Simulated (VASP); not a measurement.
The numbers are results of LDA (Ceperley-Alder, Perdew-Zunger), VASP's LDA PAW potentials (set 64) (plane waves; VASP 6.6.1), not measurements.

A VASP calculation is set up with these files.

File KPOINTS:
```
Automatic mesh
0
Gamma
9 9 2
0 0 0
```

### INCAR
```
! general
SYSTEM  = MoS2
PREC    = Accurate
ENCUT   = 500
LREAL   = .FALSE.
LASPH   = .TRUE.

! electronic loop
EDIFF   = 1E-6
NELM    = 100
ALGO    = Normal
LMAXMIX = 4

! smearing
ISMEAR  = 0
SIGMA   = 0.05

! ions
IBRION  = 2
NSW     = 40
ISIF    = 3
EDIFFG  = -0.02
PSTRESS = 200

! output
LWAVE   = .FALSE.
LCHARG  = .FALSE.
```

**POSCAR**
```
MoS2
1
    1.4986514336    -2.5957396721    -0.0000000000
    1.4986514336     2.5957396721     0.0000000000
   -0.0000000000    -0.0000000000    10.9177025710
Mo S
2 4
Direct
  0.3333330000   0.6666670000   0.2500000000
  0.6666670000   0.3333330000   0.7500000000
  0.3333330000   0.6666670000   0.8936790241
  0.6666670000   0.3333330000   0.3936790241
  0.6666670000   0.3333330000   0.1063209759
  0.3333330000   0.6666670000   0.6063209759
```

POTCAR, in this order: Mo_sv S (LDA.64 set). Program: vasp_std.

Task: What will the output report for the number of irreducible k-points (NKPTS), largest plane-wave count, number of space-group operations, FFT grid (NGX, NGY, NGZ)?

Result: 
The number of irreducible k-points (NKPTS) comes out as 24, the largest plane-wave count is 2224 and the number of space-group operations comes out as 24. The FFT grid (NGX, NGY, NGZ) is 24 × 24 × 80.

The compound is MoS2 in the 2H layered structure. It was relaxed first under an external pressure of 20 GPa.
